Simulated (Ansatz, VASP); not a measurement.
# Cross-check of AlSi23HO48 (Al-H pair in alpha-quartz) between VASP and Ansatz, part 2 of 3

Aim: how closely do two programs agree when they are given the same cell, functional and k mesh? Of the first pair: The structure shown is the start of the Ansatz relaxation below; VASP solves that cell, so the two are compared at the walk's first step.

VASP 6.6.1 and Ansatz 0.2.0.

So far: The starting structure; Ansatz: relaxation, HSE06.

### 3. VASP: single point, HSE06, start cell, pair 1

Level of this step: HSE06; plane waves and PAW (Si, O, Al, H) (VASP).

The same cell, functional, mesh and smearing now go to VASP, with its own data sets.

Lines of VASP's logs that name or quote its potential files are left out, and so is its time.

The run reads the wave functions of an earlier VASP run, which isn't shown here.

File INCAR:

```
SYSTEM = AlSi23HO48
PREC = Accurate
ENCUT = 520
EDIFF = 1E-06
NELM = 100
ISMEAR = -1
SIGMA = 0.01
LREAL = Auto
ALGO = Normal
LHFCALC = .TRUE.
AEXX = 0.25
GGA = PE
HFSCREEN = 0.208
LASPH = .TRUE.
NBANDS = 243
PRECFOCK = Fast
LORBIT = 11
LWAVE = .FALSE.
LCHARG = .FALSE.
ISIF = 2
```

File POSCAR:

```
AlSi23HO48
1.0
   10.0366768140      0.0000000000      0.0000000000
   -5.0183384070      8.6920170905      0.0000000000
    0.0000000000      0.0000000000     11.0179481093
Si O Al H
23 48 1 1
Direct
    0.2381954699      0.9989610007      0.3317874584
    0.9994779164      0.2374132469      0.1649610238
    0.2610390700      0.2632871031      0.0002227275
    0.2390277990      0.0021853385      0.8328126897
    0.9982366060      0.2373260405      0.6655008652
    0.2364111109      0.4979355143      0.3337653221
    0.0007268939      0.7373517485      0.1680003374
    0.2638768265      0.7621027353      0.0004381941
    0.2370827925      0.5007086335      0.8344393084
    0.9989764550      0.7363022798      0.6656252986
    0.2627171600      0.7607028301      0.5008720267
    0.7397391758      0.0020600512      0.3339856898
    0.5013154813      0.2402696610      0.1673929648
    0.7622814570      0.2601894332      0.9994596090
    0.7377383653      0.9980650061      0.8341931645
    0.5010910691      0.2371293083      0.6673207141
    0.7635477310      0.2629212502      0.4988252754
    0.7363913038      0.4985968107      0.3322937233
    0.5010032003      0.7376493780      0.1679996113
    0.7596133340      0.7606616429      0.9994758552
    0.7391007251      0.4986304048      0.8333092431
    0.5012078311      0.7404267540      0.6670664925
    0.7638237192      0.7637810569      0.4998662133
    0.2058202393      0.1257771342      0.3970851883
    0.3734694189      0.0811489431      0.2297257143
    0.4198512021      0.2905096681      0.0636525053
    0.1258333892      0.2058015972      0.1032329240
    0.0805878572      0.3742014041      0.2697002174
    0.2906575726      0.4201488518      0.4356093306
    0.2069337713      0.1261105436      0.8978611899
    0.3700704704      0.0784677472      0.7294437149
    0.4223509192      0.2930907721      0.5624913948
    0.1302040109      0.2084788814      0.6022258350
    0.0775183153      0.3704517566      0.7683967029
    0.2931717785      0.4190828161      0.9360676686
    0.2066355313      0.6262254139      0.3960936244
    0.3703914778      0.5795132416      0.2313218373
    0.4195634916      0.7913261017      0.0625081906
    0.1300766971      0.7089232494      0.1034443971
    0.0774083897      0.8714501963      0.2683831845
    0.2943403946      0.9205896533      0.4352341246
    0.2056804155      0.6287640651      0.8968788836
    0.3715030955      0.5807833725      0.7299181227
    0.4211929737      0.7948706184      0.5642674061
    0.1257724789      0.7058443323      0.6028615250
    0.0809467893      0.8731915643      0.7684433541
    0.2945237053      0.9223876249      0.9351575173
    0.7070463592      0.1261602443      0.3978681835
    0.8704012555      0.0769155183      0.2302386048
    0.9189318427      0.2916744150      0.0647926450
    0.6291318948      0.2062209475      0.1020415951
    0.5778033044      0.3719900647      0.2682029331
    0.7933417949      0.4214132303      0.4344469544
    0.7083128059      0.1269662713      0.8976655092
    0.8729086211      0.0778795063      0.7300570778
    0.9209092952      0.2909427091      0.5632087698
    0.6272084283      0.2084427563      0.6035948739
    0.5805766623      0.3714379489      0.7686391255
    0.7910600959      0.4207339864      0.9371696887
    0.7073316670      0.6282628006      0.3953339548
    0.8705686374      0.5783739203      0.2290196845
    0.9200622356      0.7914980986      0.0653013604
    0.6277279988      0.7090091904      0.1028782300
    0.5769566817      0.8713234133      0.2691635476
    0.7925866912      0.9213289524      0.4379208317
    0.7073983216      0.6295032491      0.8958120788
    0.8712243476      0.5773582757      0.7293413365
    0.9187106826      0.7913157474      0.5643481834
    0.6262870479      0.7060435956      0.6039880506
    0.5788121256      0.8730093281      0.7681243291
    0.7934299266      0.9228858982      0.9369731912
    0.2627383380      0.2624489778      0.4983446051
    0.1722546825      0.0461976772      0.3320290642
```

File KPOINTS:

```
Automatic mesh
0
Gamma
1 1 1
0 0 0
```

Potentials, in the order of the species: Si, O, Al and H (PBE family, release 64).

On the command line:

```sh
> export OMP_NUM_THREADS=3
> mpirun -np 1 vasp_gam
```

Numbers of over 12 decimals in the logs are rounded to 6 here.

Output:

```text
[banner, memory and clock lines left out]
running    1 mpi-ranks, on    1 nodes
[...]
Offloading initialized ...    1 GPUs detected
[...]
LDA part: xc-table for (Slater+PW92), standard interpolation
|                                                                             |
|           W    W    AA    RRRRR   N    N  II  N    N   GGGG   !!!           |
|           W    W   A  A   R    R  NN   N  II  NN   N  G    G  !!!           |
|           W    W  A    A  R    R  N N  N  II  N N  N  G       !!!           |
|           W WW W  AAAAAA  RRRRR   N  N N  II  N  N N  G  GGG   !            |
|           WW  WW  A    A  R   R   N   NN  II  N   NN  G    G                |
|           W    W  A    A  R    R  N    N  II  N    N   GGGG   !!!           |
|                                                                             |
|     The distance between some ions is very small. Please check the          |
|     nearest-neighbor list in the OUTCAR file.                               |
|     I HOPE YOU KNOW WHAT YOU ARE DOING!                                     |
|                                                                             |

 found WAVECAR, reading the header
 POSCAR, INCAR and KPOINTS ok, starting setup
[...]
reading WAVECAR
 the WAVECAR file was read successfully
 initial charge from wavefunction
 entering main loop
       N       E                     dE             d eps       ncg     rms          rms(c)
DAV:   1    -0.689470903229E+03   -0.68947E+03   -0.11722E+01   548   0.875E+00    0.172E+01
DAV:   2    -0.689561468569E+03   -0.90565E-01   -0.50939E-01   572   0.152E+00    0.127E+01
DAV:   3    -0.689522349880E+03    0.39119E-01   -0.48109E-02   572   0.463E-01    0.796E+00
DAV:   4    -0.689514017394E+03    0.83325E-02   -0.14391E-02   572   0.236E-01    0.470E+00
[...]
DAV:  10    -0.689510140436E+03    0.67393E-05   -0.75165E-06   572   0.104E-02    0.168E-01
DAV:  11    -0.689510138780E+03    0.16558E-05   -0.22976E-06   396   0.706E-03    0.977E-02
DAV:  12    -0.689510138423E+03    0.35744E-06   -0.16058E-06   380   0.564E-03
   1 F= -.68951014E+03 E0= -.68951014E+03  d E =-.302406E-14
```

Parts of OUTCAR (step 3):

```text
  Total        4.7680930    -16.0515526    -23.0587954    -14.1556769      1.7575454      0.5076646
  in kB        7.9477475    -26.7557048    -38.4358035    -23.5955438      2.9295837      0.8462062
  external PRESSURE =     -19.0812536 kB  Pullay stress =       0.0000000 kB

 POSITION                                       TOTAL-FORCE (eV/Angst)
 -----------------------------------------------------------------------------------
     -2.62243      8.68299      3.65562        31.333216    -14.214018      0.123252
      8.84002      2.06360      1.81753        -0.597677      0.664052      1.305315
      1.29870      2.28850      0.00245         0.708184     -1.198666     -0.425039
      2.38808      0.01899      9.17589         0.268543     -0.709899     -0.301791
      8.82800      2.06284      7.33245         2.778200     -0.580966     -0.393751
     -0.12603      4.32806      3.67741         1.458927      0.178109      1.206239
     -3.69298      6.40907      1.85102        -0.496869     -1.455326     -2.289001
     -1.17604      6.62421      0.00483        -0.851404      0.610317     -0.892856
     -0.13320      4.35217      9.19381         0.124034     -0.568933     -1.254121
      6.33139      6.39995      7.33383        -0.170299      0.628555      1.068501
     -1.18066      6.61204      5.51858        -0.226444     -0.980672     -0.228211
      7.41419      0.01791      3.67984        -0.525100     -1.384197     -0.160834
      3.82579      2.08843      1.84433         0.796100      0.007741     -1.663375
      6.34505      2.26157     11.01199        -0.602613      0.355617     -0.379711
[...]
-----------------------------------------------------------------------------------
    total drift:                                0.006952     -0.019025     -0.008208

  FREE ENERGIE OF THE ION-ELECTRON SYSTEM (eV)
  ---------------------------------------------------
  free  energy   TOTEN  =      -689.5101384230 eV

  energy  without entropy=     -689.5101384230  energy(sigma->0) =     -689.51013842

[... 3 further parts left out ...]
[key lines of the parts left out:]
E-fermi :   0.6154
```

The run ends at a pressure of -1.91 GPa, with forces up to 34 eV/Å.

### 4. Comparison

Known differences besides the potentials themselves: exact exchange at q = 0 is treated differently, which shows on coarse meshes; VASP keeps PBE cores, Ansatz makes them for the functional; the cutoff is 420 eV in Ansatz and 520 eV in VASP (PREC = Accurate, projectors in real space); VASP takes a coarser grid for exact exchange (PRECFOCK = Fast). Total energies have different zeros and are not compared.

Forces on 7 of the 73 atoms, those with the largest forces and the largest differences (eV/Å; atoms numbered as in POSCAR):

| atom | Ansatz x, y, z | VASP x, y, z |
| --- | --- | --- |
| Si1 | 32.218, -14.629, 0.117 | 31.333, -14.214, 0.123 |
| O24 | 1.122, -5.553, -5.083 | 1.127, -5.366, -4.884 |
| O29 | -1.561, 2.762, -2.720 | -1.591, 2.837, -2.774 |
| O32 | 3.710, -0.646, 1.972 | 3.794, -0.642, 2.010 |
| O33 | -3.761, -0.972, 2.513 | -3.827, -1.001, 2.570 |
| Al72 | -0.144, 2.880, 3.392 | -0.126, 2.851, 3.368 |
| H73 | -30.629, 14.147, 0.589 | -29.773, 13.547, 0.376 |

The forces differ by 101 meV/Å r.m.s., which is 3.0 % of the r.m.s. force of 3.380 eV/Å (both taken over all components).

### 5. Ansatz: relaxation, HSE06

This run makes the geometry at which the two programs are then compared.

The structure compared here is the end of the Ansatz relaxation.

File input.yaml:

```yaml
relax:
  f_tol: 0.01
  max_steps: 80
  random_displacement: { amplitude: 0.02, seed: 35 }
crystal:
  lattice:
    - [10.03667681, 0.0, 0.0]
    - [-5.01833841, 8.69201709, 0.0]
    - [0.0, 0.0, 11.01794811]
  atoms:
    - { symbol: Si, position: [0.238184543, 0.0, 0.333333333] }
    - { symbol: Si, position: [0.0, 0.238184543, 0.166666667] }
    - { symbol: Si, position: [0.261815457, 0.261815457, 0.0] }
    - { symbol: O, position: [0.207203439, 0.128060007, 0.397141938] }
    - { symbol: O, position: [0.371939993, 0.079143432, 0.230475271] }
    - { symbol: O, position: [0.420856568, 0.292796561, 0.063808604] }
    - { symbol: O, position: [0.128060007, 0.207203439, 0.102858062] }
    - { symbol: O, position: [0.079143432, 0.371939993, 0.269524729] }
    - { symbol: O, position: [0.292796561, 0.420856568, 0.436191396] }
    - { symbol: Si, position: [0.238184543, 0.0, 0.833333333] }
    - { symbol: Si, position: [0.0, 0.238184543, 0.666666667] }
    - { symbol: Al, position: [0.261815457, 0.261815457, 0.5] }
    - { symbol: O, position: [0.207203439, 0.128060007, 0.897141938] }
    - { symbol: O, position: [0.371939993, 0.079143432, 0.730475271] }
    - { symbol: O, position: [0.420856568, 0.292796561, 0.563808604] }
    - { symbol: O, position: [0.128060007, 0.207203439, 0.602858062] }
    - { symbol: O, position: [0.079143432, 0.371939993, 0.769524729] }
    - { symbol: O, position: [0.292796561, 0.420856568, 0.936191396] }
    - { symbol: Si, position: [0.238184543, 0.5, 0.333333333] }
    - { symbol: Si, position: [0.0, 0.738184543, 0.166666667] }
    - { symbol: Si, position: [0.261815457, 0.761815457, 0.0] }
    - { symbol: O, position: [0.207203439, 0.628060007, 0.397141938] }
    - { symbol: O, position: [0.371939993, 0.579143432, 0.230475271] }
    - { symbol: O, position: [0.420856568, 0.792796561, 0.063808604] }
    - { symbol: O, position: [0.128060007, 0.707203439, 0.102858062] }
    - { symbol: O, position: [0.079143432, 0.871939993, 0.269524729] }
    - { symbol: O, position: [0.292796561, 0.920856568, 0.436191396] }
    - { symbol: Si, position: [0.238184543, 0.5, 0.833333333] }
    - { symbol: Si, position: [0.0, 0.738184543, 0.666666667] }
    - { symbol: Si, position: [0.261815457, 0.761815457, 0.5] }
    - { symbol: O, position: [0.207203439, 0.628060007, 0.897141938] }
    - { symbol: O, position: [0.371939993, 0.579143432, 0.730475271] }
    - { symbol: O, position: [0.420856568, 0.792796561, 0.563808604] }
    - { symbol: O, position: [0.128060007, 0.707203439, 0.602858062] }
    - { symbol: O, position: [0.079143432, 0.871939993, 0.769524729] }
    - { symbol: O, position: [0.292796561, 0.920856568, 0.936191396] }
    - { symbol: Si, position: [0.738184543, 0.0, 0.333333333] }
    - { symbol: Si, position: [0.5, 0.238184543, 0.166666667] }
    - { symbol: Si, position: [0.761815457, 0.261815457, 0.0] }
    - { symbol: O, position: [0.707203439, 0.128060007, 0.397141938] }
    - { symbol: O, position: [0.871939993, 0.079143432, 0.230475271] }
    - { symbol: O, position: [0.920856568, 0.292796561, 0.063808604] }
    - { symbol: O, position: [0.628060007, 0.207203439, 0.102858062] }
    - { symbol: O, position: [0.579143432, 0.371939993, 0.269524729] }
    - { symbol: O, position: [0.792796561, 0.420856568, 0.436191396] }
    - { symbol: Si, position: [0.738184543, 0.0, 0.833333333] }
    - { symbol: Si, position: [0.5, 0.238184543, 0.666666667] }
    - { symbol: Si, position: [0.761815457, 0.261815457, 0.5] }
    - { symbol: O, position: [0.707203439, 0.128060007, 0.897141938] }
    - { symbol: O, position: [0.871939993, 0.079143432, 0.730475271] }
    - { symbol: O, position: [0.920856568, 0.292796561, 0.563808604] }
    - { symbol: O, position: [0.628060007, 0.207203439, 0.602858062] }
    - { symbol: O, position: [0.579143432, 0.371939993, 0.769524729] }
    - { symbol: O, position: [0.792796561, 0.420856568, 0.936191396] }
    - { symbol: Si, position: [0.738184543, 0.5, 0.333333333] }
    - { symbol: Si, position: [0.5, 0.738184543, 0.166666667] }
    - { symbol: Si, position: [0.761815457, 0.761815457, 0.0] }
    - { symbol: O, position: [0.707203439, 0.628060007, 0.397141938] }
    - { symbol: O, position: [0.871939993, 0.579143432, 0.230475271] }
    - { symbol: O, position: [0.920856568, 0.792796561, 0.063808604] }
    - { symbol: O, position: [0.628060007, 0.707203439, 0.102858062] }
    - { symbol: O, position: [0.579143432, 0.871939993, 0.269524729] }
    - { symbol: O, position: [0.792796561, 0.920856568, 0.436191396] }
    - { symbol: Si, position: [0.738184543, 0.5, 0.833333333] }
    - { symbol: Si, position: [0.5, 0.738184543, 0.666666667] }
    - { symbol: Si, position: [0.761815457, 0.761815457, 0.5] }
    - { symbol: O, position: [0.707203439, 0.628060007, 0.897141938] }
    - { symbol: O, position: [0.871939993, 0.579143432, 0.730475271] }
    - { symbol: O, position: [0.920856568, 0.792796561, 0.563808604] }
    - { symbol: O, position: [0.628060007, 0.707203439, 0.602858062] }
    - { symbol: O, position: [0.579143432, 0.871939993, 0.769524729] }
    - { symbol: O, position: [0.792796561, 0.920856568, 0.936191396] }
    - { symbol: H, position: [0.171375439, 0.047432007, 0.331329938] }
basis:
  ecutwfc: 420
  xc_grid: 2
hamiltonian:
  xc: hse06
kpoints:
  mp_grid: { grid: [1, 1, 1] }
scf:
  occupations: { method: fermi_dirac, width: 0.01 }
  max_iter: 120
output:
  forces: true
checkpoint:
  write: "../relax.run"
  compress: false
  write_wavefunctions: true
  write_every: 100000
```

On the command line:

```sh
> ansatz run input.yaml --threads 4 --pin off --max-ram 7536MiB --backend cpu --events-out ev --progress --plain --runs-dir out
```

Output:

```text
[...]
Crystal: 73 atoms, lattice volume = 961.194 Å³
Basis set: ecut = 420 eV, 18781 PW (Γ), exchange–correlation on 144×144×150 points (8 copies of the dense FFT grid, shifted against one another)
Bands: 265, of which v1, the nominal top of the filled ones, is band 192 counted from 1 (191 counted from 0)
Symmetry: 1 space group operations
k-points: 1
[...]
SCF iter   1: F=—  HF=-42483.839176 eV  |F-HF|=—  |Δ(HF+E_count)|=         —  Δρ=7.75e-3  dr2=7.24e-1  ethr=1.77e-3  ⟨swp⟩=16.0  Hψ=1566  notcnv=0
[...]
- { symbol: Si, position: [0.266609, 0.766424, -0.000664811] }
[...]
- { symbol: Si, position: [0.756873, 0.755360, -0.00463115] }
[...]
- { symbol: Si, position: [0.737802, 0.496498, 0.829893] }
    - { symbol: Si, position: [0.501358, 0.741738, 0.661533] }
    - { symbol: Si, position: [0.768398, 0.761063, 0.498468] }
[...]
- { symbol: O, position: [0.919621, 0.792247, 0.572176] }
    - { symbol: O, position: [0.628154, 0.718037, 0.589840] }
    - { symbol: O, position: [0.583404, 0.871573, 0.764618] }
    - { symbol: O, position: [0.793317, 0.912600, 0.928158] }
    - { symbol: H, position: [0.056646, 0.040512, 0.409680] }
```

(Continued in part 3 of 3.)

[Lines on the potential files, build, host, timing and source positions are cut from VASP's logs without a mark.]

[Logs are printed without paths, hosts, clocks, repeated set-up lines and the standing remarks that a program may print on its own settings, such as how far it seeks lower states.]

[Hosts, paths, dates, database ids (printed as entryN), source tags and the programs' standing remarks are cut or masked in the printed files.]
